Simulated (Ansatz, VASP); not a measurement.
# TlReCl3 in two plane-wave programs

Wanted: the spread between two codes on one cell, functional and k mesh. The cell is invented: As first built, before any earlier steps moved the atoms (in the runner's words): it takes the CsPdCl3 structure with some of its atoms replaced by other elements, volume scaled by an estimate. It may not be a known or stable phase. The cell is taken from a series of VASP runs on this material, whose earlier steps may have relaxed, scaled or displaced it; both programs get it as it stands.

Program: Ansatz 0.2.0. Level of theory: plane waves, with VASP 6.6.1 beside it; relaxation of cell and atoms at PBE. Results are calculated unless marked as measured.

### Step 1. The structure

The structure is cubic, space group Pm-3m (No. 221). The conventional cell has a = 4.905 Å, b = 4.905 Å, c = 4.905 Å, α = 90.00°, β = 90.00°, γ = 90.00°. Tl has 12 Cl at 3.47 Å nearest. Nearest to Re lie 6 Cl at 2.45 Å. Cl has 2 Re at 2.45 Å nearest. As first built, before any earlier steps moved the atoms (in the runner's words): sites of the CsPdCl3 structure (space group 221) filled with other elements, volume scaled by an estimate. Farther neighbours and most contacts between anions are not listed.

As a file:

```xyz
5
Lattice="4.9054 0.0000 0.0000 0.0000 4.9054 0.0000 0.0000 0.0000 4.9054" Properties=species:S:1:pos:R:3 pbc="T T T"
Tl    2.4527    2.4527    2.4527
Re    0.0000    0.0000    0.0000
Cl    0.0000    0.0000    2.4527
Cl    2.4527    0.0000    0.0000
Cl    0.0000    2.4527    0.0000
```

### Step 2. VASP: relaxation of cell and atoms, PBE

The relaxed volume is the usual yardstick between codes: its relative difference is about their pressure difference at one cell divided by the bulk modulus.

Lines of VASP's logs that name or quote its potential files are left out, and so is its time.

Input file INCAR:

```
SYSTEM = TlReCl3
PREC = Accurate
ENCUT = 400
EDIFF = 1E-06
NELM = 100
ISMEAR = -1
SIGMA = 0.05
LREAL = .FALSE.
ALGO = Normal
GGA = PE
LORBIT = 11
LWAVE = .FALSE.
LCHARG = .FALSE.
KPAR = 2
IBRION = 2
NSW = 60
ISIF = 3
EDIFFG = -0.01
```

Input file POSCAR:

```
TlReCl3
1.0
    4.9054143872      0.0000000000      0.0000000000
    0.0000000000      4.9054143872      0.0000000000
    0.0000000000      0.0000000000      4.9054143872
Tl Re Cl
1 1 3
Direct
    0.5000000000      0.5000000000      0.5000000000
    0.0000000000      0.0000000000      0.0000000000
    0.0000000000      0.0000000000      0.5000000000
    0.5000000000      0.0000000000      0.0000000000
    0.0000000000      0.5000000000      0.0000000000
```

Input file KPOINTS:

```
Automatic mesh
0
Gamma
5 5 5
0 0 0
```

PAW data sets: Tl_d, Re and Cl (PBE family, release 64).

Run with:

```
$ mpirun -np 2 vasp_std
```

Numbers of over 12 decimals in the logs are rounded to 6 here.

Output:

```text
[banner, memory and clock lines left out]
running    2 mpi-ranks, on    1 nodes
 distrk:  each k-point on    1 cores,    2 groups
 distr:  one band on    1 cores,    1 groups

 POSCAR found type information on POSCAR TlReCl
 POSCAR found :  3 types and       5 ions
 LDA part: xc-table for (Slater+PW92), standard interpolation
 POSCAR, INCAR and KPOINTS ok, starting setup
 FFT: planning ... GRIDC
 FFT: planning ... GRID_SOFT
 FFT: planning ... GRID
 WAVECAR not read
 entering main loop
       N       E                     dE             d eps       ncg     rms          rms(c)
DAV:   1     0.203210425532E+03    0.20321E+03   -0.17439E+04   736   0.134E+03
DAV:   2    -0.740753918350E+01   -0.21062E+03   -0.20842E+03   832   0.308E+02
DAV:   3    -0.206567276322E+02   -0.13249E+02   -0.13203E+02   728   0.750E+01
DAV:   4    -0.211160117293E+02   -0.45928E+00   -0.45661E+00   600   0.113E+01
DAV:   5    -0.211907675914E+02   -0.74756E-01   -0.73940E-01   856   0.513E+00    0.209E+01
DAV:   6    -0.205291737225E+02    0.66159E+00   -0.30235E+00   800   0.214E+01    0.101E+01
DAV:   7    -0.204760443533E+02    0.53129E-01   -0.30818E-01   760   0.540E+00    0.474E+00
DAV:   8    -0.204705759454E+02    0.54684E-02   -0.48064E-02   736   0.157E+00    0.649E-01
DAV:   9    -0.204710596111E+02   -0.48367E-03   -0.63826E-03   680   0.960E-01    0.285E-01
DAV:  10    -0.204713673387E+02   -0.30773E-03   -0.82963E-04   768   0.202E-01    0.126E-01
DAV:  11    -0.204714734816E+02   -0.10614E-03   -0.31086E-04   648   0.129E-01    0.253E-02
DAV:  12    -0.204714771983E+02   -0.37167E-05   -0.37696E-05   696   0.558E-02    0.106E-02
DAV:  13    -0.204714772849E+02   -0.86613E-07   -0.17729E-06   440   0.127E-02
   1 F= -.20471477E+02 E0= -.20431553E+02  d E =-.204715E+02
 curvature:   0.00 expect dE= 0.000E+00 dE for cont linesearch  0.000E+00
 trial: gam= 0.00000 g(F)=  0.000E+00 g(S)=  0.108E-04 ort = 0.000E+00 (trialstep = 0.100E+01)
 search vector abs. value=  0.108E-04
 reached required accuracy - stopping structural energy minimisation
```

Parts of OUTCAR (step 2):

```text
ion  position               nearest neighbor table
   1  0.500  0.500  0.500-
   2  0.000  0.000  0.000-   3 2.45   4 2.45   5 2.45   3 2.45   5 2.45   4 2.45
   3  0.000  0.000  0.500-   2 2.45   2 2.45
   4  0.500  0.000  0.000-   2 2.45   2 2.45
   5  0.000  0.500  0.000-   2 2.45   2 2.45

  LATTYP: Found a simple cubic cell.
 ALAT       =     4.9054143872

 Subroutine GETGRP returns: Found 48 space group operations
 (whereof 48 operations were pure point group operations)

The static configuration has the point symmetry O_h .

 Found     10 irreducible k-points:

   k-points           NKPTS =     10   k-points in BZ     NKDIM =     10   number of bands    NBANDS=     24

   dimension x,y,z NGX =    32 NGY =   32 NGZ =   32
   dimension x,y,z NGXF=    64 NGYF=   64 NGZF=   64

   ENCUT  =  400.0 eV  29.40 Ry    5.42 a.u.   8.00  8.00  8.00*2*pi/ulx,y,z

   NELECT =      41.0000    total number of electrons

 k-points in reciprocal lattice and weights: Automatic mesh
   0.00000000  0.00000000  0.00000000       0.008
   0.20000000  0.00000000  0.00000000       0.048
   0.40000000  0.00000000  0.00000000       0.048
   0.20000000  0.20000000  0.00000000       0.096
   0.40000000  0.20000000  0.00000000       0.192
   0.40000000  0.40000000  0.00000000       0.096
   0.20000000  0.20000000  0.20000000       0.064
   0.40000000  0.20000000  0.20000000       0.192
   0.40000000  0.40000000  0.20000000       0.192
   0.40000000  0.40000000  0.40000000       0.064

 average (electrostatic) potential at core
       1 -85.1614       2 -42.2342       3 -92.1706       4 -92.1706       5 -92.1706

 E-fermi :   5.0804

 k-point     1 :       0.0000    0.0000    0.0000
  band No.  band energies     occupation
    ...
     19       3.4835      2.00000
     20       3.4835      2.00000
     21       3.4835      2.00000
     22       4.8247      1.98804
     23       4.8247      1.98804
     24       6.5833      0.00000

 k-point     2 :       0.2000    0.0000    0.0000
  band No.  band energies     occupation
    ...
     18       0.9521      2.00000
     19       3.4914      2.00000
     20       4.0459      2.00000
     21       4.0459      2.00000
     22       4.8262      1.98770
     23       5.4022      0.00320
     24       7.5151      0.00000

 k-point     3 :       0.4000    0.0000    0.0000
  band No.  band energies     occupation
    ...
     18       1.5602      2.00000
     19       3.5043      2.00000
     20       4.8283      1.98715
     21       4.8755      1.96734
     22       4.8755      1.96734
     23       5.6310      0.00003
     24       6.3391      0.00000

  Total        0.0193438      0.0193438      0.0193438      0.0000000      0.0000000     -0.0000000
  in kB        0.2625573      0.2625573      0.2625573      0.0000000      0.0000000     -0.0000000
  external PRESSURE =       0.2625573 kB  Pullay stress =       0.0000000 kB

  energy-cutoff  :      400.00
  volume of cell :      118.04
      direct lattice vectors                 reciprocal lattice vectors
     4.905414387  0.000000000  0.000000000     0.203856376  0.000000000  0.000000000
     0.000000000  4.905414387  0.000000000     0.000000000  0.203856376  0.000000000
     0.000000000  0.000000000  4.905414387     0.000000000  0.000000000  0.203856376

 POSITION                                       TOTAL-FORCE (eV/Angst)
 -----------------------------------------------------------------------------------
      2.45271      2.45271      2.45271         0.000000      0.000000      0.000000
      0.00000      0.00000      0.00000         0.000000      0.000000      0.000000
      0.00000      0.00000      2.45271         0.000000      0.000000      0.000000
      2.45271      0.00000      0.00000         0.000000      0.000000      0.000000
      0.00000      2.45271      0.00000         0.000000      0.000000      0.000000
 -----------------------------------------------------------------------------------
    total drift:                                0.000000      0.000000     -0.000000

  FREE ENERGIE OF THE ION-ELECTRON SYSTEM (eV)
  ---------------------------------------------------
  free  energy   TOTEN  =       -20.4714772849 eV

  energy  without entropy=      -20.3916279530  energy(sigma->0) =      -20.43155262

 reached required accuracy - stopping structural energy minimisation

 total charge
# of ion       s       p       d       tot
------------------------------------------
    1        1.322   0.086   9.670  11.078
    2        0.357   0.346   4.928   5.631
    3        1.593   3.504   0.000   5.097
    4        1.593   3.504   0.000   5.097
    5        1.593   3.504   0.000   5.097
--------------------------------------------------
tot          6.457  10.944  14.599  32.001

[... 3 further parts left out ...]
```

CONTCAR:

```
TlReCl3
   1.00000000000000
     4.9054143871999996    0.0000000000000000    0.0000000000000000
     0.0000000000000000    4.9054143871999996    0.0000000000000000
     0.0000000000000000    0.0000000000000000    4.9054143871999996
  Tl              Re              Cl
     1     1     3
Direct
     0.5000000000000000    0.5000000000000000    0.5000000000000000
     0.0000000000000000    0.0000000000000000    0.0000000000000000
     0.0000000000000000    0.0000000000000000    0.5000000000000000
     0.5000000000000000    0.0000000000000000    0.0000000000000000
     0.0000000000000000    0.5000000000000000    0.0000000000000000
```

This run has no spin polarisation, so a moment on Re, if there is one, isn't seen. Its electron count is odd, so without a moment it is a metal by construction. The k-mesh is coarse for a metal. LASPH is off, so gradient terms of the non-spherical density inside the spheres are left out; for open d or f shells this can shift gaps and moments. The data set Re keeps the semicore shell frozen, which is cheaper and a little less accurate. The run keeps the 48 symmetry operations of its start, so it cannot find a distortion of lower symmetry.

### Step 3. Ansatz: relaxation of cell and atoms, PBE

Ansatz runs on its default PAW (the set named soft_2) files.

The same cell, functional, mesh and smearing now go to Ansatz, which takes its cutoff from its data sets.

Input file input.yaml:

```yaml
crystal:
  lattice:
    - [4.9054143872, 0.0, 0.0]
    - [0.0, 4.9054143872, 0.0]
    - [0.0, 0.0, 4.9054143872]
  atoms:
    - { symbol: Tl, position: [0.5, 0.5, 0.5] }
    - { symbol: Re, position: [0.0, 0.0, 0.0] }
    - { symbol: Cl, position: [0.0, 0.0, 0.5] }
    - { symbol: Cl, position: [0.5, 0.0, 0.0] }
    - { symbol: Cl, position: [0.0, 0.5, 0.0] }
hamiltonian:
  xc: pbe
  pseudopotentials: { kind: paw }
kpoints:
  mp_grid: { grid: [5, 5, 5] }
scf:
  occupations: { method: fermi_dirac, width: 0.05 }
relax:
  f_tol: 0.01
  max_steps: 60
  cell: { stress_tol: 0.05 }
output:
  forces: true
  stress: true
```

Run with:

```
$ ansatz run input.yaml --threads 4 --pin off --max-ram 9216MiB --backend cpu --events-out ev --progress --plain --runs-dir out
```

Output:

```text
Engine: ansatz 0.2.0, aarch64-unknown-linux-gnu
Pseudopotentials: kind: paw
Pseudopotential: Tl, paw, valence charge 13, recommended cutoff 420 eV (normal), Tl.paw.azcp
Pseudopotential: Re, paw, valence charge 15, recommended cutoff 420 eV (normal), Re.paw.azcp
Pseudopotential: Cl, paw, valence charge 7, recommended cutoff 420 eV (normal), Cl.paw.azcp
Functional definition: PBE
  parameter kappa = 0.804
  parameter beta = 0.066725
  exchange = pbe_x(kappa = kappa, mu = beta*pi^2/3)
  correlation = pbe_c(beta = beta)
Crystal: 5 atoms, lattice volume = 118.039 Å³
Basis set: ecut = 420 eV, 2325 PW (Γ), exchange–correlation on 72×72×72 points (8 copies of the dense FFT grid, shifted against one another)
Bands: 30, of which v1, the nominal top of the filled ones, is band 25 counted from 1 (24 counted from 0)
Symmetry: 48 space group operations
Space group: Pm-3m (ITA 221), of the structure as read, at distance tolerance 4.9e-5 Å
k-points: 10 of 125
Non-local potential: Tl, projectors of the file, l = 0: 2, l = 1: 2, l = 2: 2, l = 3: 1
Non-local potential: Re, projectors of the file, l = 0: 3, l = 1: 2, l = 2: 2, l = 3: 1
Non-local potential: Cl, projectors of the file, l = 0: 2, l = 1: 2, l = 2: 2
PAW form: soft (Blöchl's): semilocal exchange-correlation on the pseudo side does not see the compensation charge
PAW one-centre angular grid: Tl, 590 points (default); XC on 64 Gauss nodes
PAW one-centre angular grid: Re, 590 points (default); XC on 64 Gauss nodes
PAW one-centre angular grid: Cl, 110 points (default); XC on 64 Gauss nodes
Initial density: superposition of atomic densities (neutral atoms: chi_scale 0, normalization atom), corrected by the library's trained network
Initial wavefunctions: pseudopotential atomic-orbital guess
Functional: x = pbe(κ = 0.804, μ = 0.219515), c = pbe(β = 0.066725)
SCF iter   1: F=—  HF=-25551.080928 eV  |F-HF|=—  |Δ(HF+E_count)|=         —  Δρ=5.87e-3  dr2=5.10e-2  ethr=1.77e-3  ⟨swp⟩=6.1  Hψ=1248  notcnv=0
preconditioner: auto → LDOS  [metal: Δε(μ)=0.050 eV  Ē_g=10.057 eV  σ=0.050 eV  W_gap=0.24  n_scr=26 (ndim 8)  ℏωp=21.9 eV  f_vac=0.017  D(μ)=10.70/eV (n_scr^D=122)  β→1.0]
SCF iter   2: F=—  HF=-25551.076260 eV  |F-HF|=—  |Δ(HF+E_count)|=   4.67e-3  Δρ=3.01e-3  dr2=2.31e-2  ethr=1.04e-4  ⟨swp⟩=1.9  Hψ=417  notcnv=0  defer=2
SCF iter   3: F=—  HF=-25551.074112 eV  |F-HF|=—  |Δ(HF+E_count)|=   2.15e-3  Δρ=2.25e-3  dr2=1.29e-2  ethr=4.72e-5  ⟨swp⟩=1.0  Hψ=298  notcnv=0  defer=2
SCF iter   4: F=—  HF=-25551.071480 eV  |F-HF|=—  |Δ(HF+E_count)|=   2.63e-3  Δρ=8.08e-4  dr2=9.63e-4  ethr=2.63e-5  ⟨swp⟩=2.0  Hψ=412  notcnv=0  defer=2
SCF iter   5: F=—  HF=-25551.071216 eV  |F-HF|=—  |Δ(HF+E_count)|=   2.64e-4  Δρ=1.33e-4  dr2=1.65e-5  ethr=1.96e-6  ⟨swp⟩=2.3  Hψ=536  notcnv=0  defer=2
SCF iter   6: F=—  HF=-25551.071251 eV  |F-HF|=—  |Δ(HF+E_count)|=   3.57e-5  Δρ=5.86e-5  dr2=3.65e-6  ethr=3.37e-8  ⟨swp⟩=2.0  Hψ=521  notcnv=0  defer=2
SCF iter   7: F=-25551.071250 eV  HF=-25551.071250 eV  |F-HF|=1.18e-8  |Δ(HF+E_count)|=   1.37e-6  Δρ=1.09e-5  dr2=8.67e-8  ethr=2.04e-10  ⟨swp⟩=3.1  Hψ=1237  notcnv=0
SCF 1 converged in 7 iterations: F = -25551.071250 eV  dr2 = 8.67e-8
  greatest PAW one-centre occupation: 0.999 electrons in one spin orbital (limit 2), on the Re atom at site 1 (counted from 0), in its partial waves of l = 0
relax step   1: F+E_penalty+E_count = -25551.07124994 eV  Δ(F+E_penalty+E_count) = +0.000e0 eV  max|allowed force component| = 4.182e-29 eV/Å  Δτ_max = 0.0000 Å  P = -0.157 GPa  Ω = 118.039 Å³  (7 SCF iters, dr2 threshold 1.00e-7 eV, accepted)
[...]
relax step   2: F+E_penalty+E_count = -25551.07146455 eV  Δ(F+E_penalty+E_count) = -2.146e-4 eV  max|allowed force component| = 7.455e-30 eV/Å  Δτ_max = 0.0000 Å  P = -0.028 GPa  Ω = 117.754 Å³  energy of the carried Pulay correction = +4.986e-5 eV  (6 SCF iters, dr2 threshold 6.19e-8 eV, accepted)
[...]
relax step   3: F+E_penalty+E_count = -25551.07144725 eV  Δ(F+E_penalty+E_count) = +1.730e-5 eV  max|allowed force component| = 2.465e-29 eV/Å  Δτ_max = 0.0000 Å  P = -0.028 GPa  Ω = 117.754 Å³  stress off target by 2.76e-2 GPa  SCF on the basis re-selected at this cell (its energy is not comparable with the rows above)  (4 SCF iters)
basis re-selected at this cell: Δ(F+E_penalty+E_count) = +1.730e-5 eV, ΔP = -0.000 GPa vs the last step (what re-selecting the basis moved, of the pressure what is left beyond the Pulay correction that the steps carried, after the strain that the cell walked since its last selection, with what the two solves' SCF thresholds leave and, on support functions, any second-order correction that the steps lacked; it is no m [...]
SCF converged after 4 iterations
Free energy (F): -25551.071447 eV
Harris-Foulkes:  -25551.071447 eV  (|F-HF|=0.00e0)
Internal energy: -25550.993037 eV  (E = F + TS)
E sigma→0 (E₀):  -25551.032242 eV
Entropy (-TS):   -0.078410 eV (-15.682 meV/atom)
Fermi energy:    8.838450 eV
--- Per-component energies (eV) ---
  E_band       = -311.249342
  E_kinetic    = 1355.403056
  E_local      = -3266.238433  (includes V_loc(G=0)·N_el)
  E_nonlocal   = 457.499219
  E_hartree    = 1176.683521
  E_xc         = -952.638953
  E_vxc        = -807.759934  (∫ρ·V_xc dr)
  E_paw        = -20799.996172  (= ΣΔE_a)
  E_vpaw       = -403.520539  (= ΣTr[D̂ρ^β])
  E_aug_tail   = 0.000223  (compensation charges beyond the density's cutoff)
  E_ewald      = -3521.705498
  E_smearing   = -0.078410  (= −TS)
  E_closure    = -0.000000  (closes the sum)
  Σ components = -25551.071447   (vs F -25551.071447, Δ=0.00e0)
--- Forces (eV/Å), atoms counted from 1 ---
  atom   1  Tl     0.00000000    -0.00000000     0.00000000
  atom   2  Re    -0.00000000     0.00000000    -0.00000000
  atom   3  Cl     0.00000000    -0.00000000    -0.00000000
  atom   4  Cl     0.00000000     0.00000000     0.00000000
  atom   5  Cl    -0.00000000     0.00000000    -0.00000000
  max |Σ_I F_I| component: 2.93e-29 eV/Å
--- Stress (GPa, compression-positive) ---
       -0.027638       0.000000       0.000000
        0.000000      -0.027638       0.000000
        0.000000       0.000000      -0.027638
  P = ⅓ Tr σ = -0.0276 GPa (-0.276 kbar)
--- Relaxed structure (2 steps of the walk, 2 accepted, 1 SCFs on fresh bases) ---
  F+E_penalty+E_count = -25551.07144725 eV   max|allowed force component| = 2.465e-29 eV/Å   (the final SCF, on the basis selected at the relaxed cell)
  cell:  # Å, volume = 117.7540 Å³
    - [4.901458, 0, 0]
    - [0, 4.901458, 0]
    - [0, 0, 4.901458]
  atoms:
    - { symbol: Tl, position: [0.5, 0.5, 0.5] }
    - { symbol: Re, position: [0, 0, 0] }
    - { symbol: Cl, position: [0, 0, 0.5] }
    - { symbol: Cl, position: [0.5, 0, 0] }
    - { symbol: Cl, position: [0, 0.5, 0] }
```

Wall time 1.6 s (4 threads of Arm Neoverse V2, shared host); peak memory 0.43 GiB; 5.6 s of CPU time.

### Step 4. Differences

Known differences besides the potentials themselves: both relaxations stop at a tolerance, which leaves soft axes loose, and VASP keeps its plane-wave basis; the data sets hold 49 valence electrons in Ansatz (default PAW (the set named soft_2) files) and 41 in VASP; the cutoff is 420 eV in Ansatz and 400 eV in VASP; VASP leaves aspherical gradient terms in its spheres out (LASPH is not set), Ansatz keeps them; Ansatz adds a Pulay correction to the stress that steers its cell, VASP none. Total energies have different zeros and are not compared.

Compared:

```csv
quantity,Ansatz,VASP,difference
volume (Å³),117.75,118.04,-0.24 %
"edge a after relaxation, in the typed setting (Å)",4.902,4.905,-0.08 %
```

The walks stopped with -0.03 GPa left in Ansatz and 0.03 GPa in VASP; each walk ends within a tolerance, so the volume difference is uncertain by about these residues over the bulk modulus, most in soft cells.

### Step 5. Results

- difference in volume (relaxation of cell and atoms, PBE): -0.24 %

**Reading.** The difference in volume is -0.24 % (relaxation of cell and atoms, PBE), within the 1.2 % picked in this series as the mark of a large difference, as far as the stopping tolerances let one tell. Such differences can come from data sets, numerical settings and the points named under the comparisons, not from the functional's error against experiment.

[Lines on the potential files, build, host, timing and source positions are cut from VASP's logs without a mark.]

[Logs are printed without paths, hosts, clocks, repeated set-up lines and the standing remarks that a program may print on its own settings, such as how far it seeks lower states.]

[Hosts, paths, dates, database ids (printed as entryN), source tags and the programs' standing remarks are cut or masked in the printed files.]
